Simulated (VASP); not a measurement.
In3Ga5P8:

```
Ga In P
1.0
     0.00000    5.60444   -5.60444
     5.60444    5.60444    0.00000
     5.60444    0.00000   -5.60444
Ga In P
5 3 8
Cartesian
  2.8022 2.8022 -5.6044
  5.6044 5.6044 -5.6044
  2.8022 0.0000 -2.8022
  5.6044 2.8022 -2.8022
  0.0000 2.8022 -2.8022
  2.8022 5.6044 -2.8022
  0.0000 0.0000 0.0000
  2.8022 2.8022 0.0000
  4.2033 4.2033 -4.2033
  7.0055 7.0055 -4.2033
  4.2033 7.0055 -7.0055
  7.0055 9.8078 -7.0055
  7.0055 4.2033 -7.0055
  9.8078 7.0055 -7.0055
  7.0055 7.0055 -9.8078
  9.8078 9.8078 -9.8078
```

The cell was built by a generator and needn't be a form met in nature.

| Quantity | Value |
| --- | --- |
| Program | VASP 6.6.1 |
| Task | relaxation of cell and atoms |
| Functional | PBE |
| Potentials or basis | VASP PAW PBE potentials, release 64 (Ga_d, In_d, P) |
| Cutoff | 600 eV |
| k mesh | 6 × 6 × 4 |
| Occupations | gaussian, width 0.03 eV |
| Spin | no spin polarisation |

At the start: pressure 3.9 GPa; volume 22.00 Å³/atom.

Q: How do energy, volume and symmetry change on relaxing?

A: Over 8 steps the energy falls by 47.1 meV/atom and the volume is 22.93 Å³/atom (+4.2 %); space group R3m (No. 160, to 0.05 Å).

Step by step:
```
step  energy change (eV)  largest force (eV/Å)  pressure (GPa)  volume (Å³)
   1              0.0000                1.7463            3.93       352.07
   2             -0.6223                0.4237           -2.18       380.32
   3             -0.6390                0.5722           -1.44       376.02
   4             -0.7462                0.1240           -0.23       368.37
   5             -0.7503                0.1486            0.07       366.56
   6             -0.7533                0.0539            0.02       366.76
   7             -0.7534                0.0468            0.00       366.81
   8             -0.7538                0.0088           -0.01       366.85
```

Final structure:
```xyz
16
Lattice="0.0000 5.6787 -5.6787 5.6787 5.6787 0.0000 5.6850 -0.0063 -5.6850" Properties=species:S:1:pos:R:3 pbc="T T T"
Ga    2.8466    2.8378   -5.6859
Ga    5.6801    5.6714   -5.6859
Ga    2.8466    5.6714   -8.5195
Ga    5.6819    8.5147   -8.5212
Ga    5.6809    2.8371   -8.5202
In    2.8459    5.6721   -2.8386
In    5.6779    5.6721   -0.0066
In    2.8459    2.8401   -0.0066
P     4.3175    4.2005   -4.3161
P     7.1003    7.0963   -4.2610
P     4.3175    7.0412   -7.1568
P     7.1554    9.8792   -7.1568
P     6.9847    4.2528   -7.1045
P     9.9438    7.2120   -7.1045
P     7.0401    7.1565   -9.8794
P     9.9438    9.9315   -9.8240
```
